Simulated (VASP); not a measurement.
Input:

```
CELL_PARAMETERS angstrom
      0.00000     1.79019     1.79019
      1.79019     0.00000     1.79019
      1.79019     1.79019     0.00000
ATOMIC_POSITIONS crystal
  Cu 0.00000 0.00000 0.00000
```

The numbers are results of r2SCAN meta-GGA, VASP's PBE PAW potentials (set 64) (plane waves; VASP 6.6.1), not measurements. Settings: 500 eV cut-off, 17×17×17 Γ-centred mesh, first-order Methfessel-Paxton smearing of 0.10 eV, potentials Cu.

Energy and stress use the plane-wave basis of the starting cell.

Question: The ions, cell shape and volume at an external pressure of 5.0 GPa are relaxed. What does this cell relax into?

Answer: 
```
CELL_PARAMETERS angstrom
      0.00000     1.77250     1.77250
      1.77250     0.00000     1.77250
      1.77250     1.77250     0.00000
ATOMIC_POSITIONS crystal
  Cu 0.00000 0.00000 0.00000
```
Space group Fm-3m (225), at a tolerance of 0.03 Å.

Question: How do energy and volume change from the first to the last step?

Answer: The energy (σ→0) changes by +5.2 meV/atom and the volume by -2.9 %, in 4 ionic steps.

| step | E(σ→0) (eV) | max force (eV/Å) | pressure (GPa) | volume (Å³) |
|---|---|---|---|---|
| 1 | -10.8255 | 0.000 | -0.21 | 11.47 |
| 2 | -10.8072 | 0.000 | 9.43 | 10.87 |
| 3 | -10.8210 | 0.000 | 4.59 | 11.16 |
| 4 | -10.8202 | 0.000 | 5.20 | 11.14 |

The compound is Cu in the fcc structure. This run relaxes it under an external pressure of 5 GPa. Symmetry was kept, so distortions that lower it aren't found.
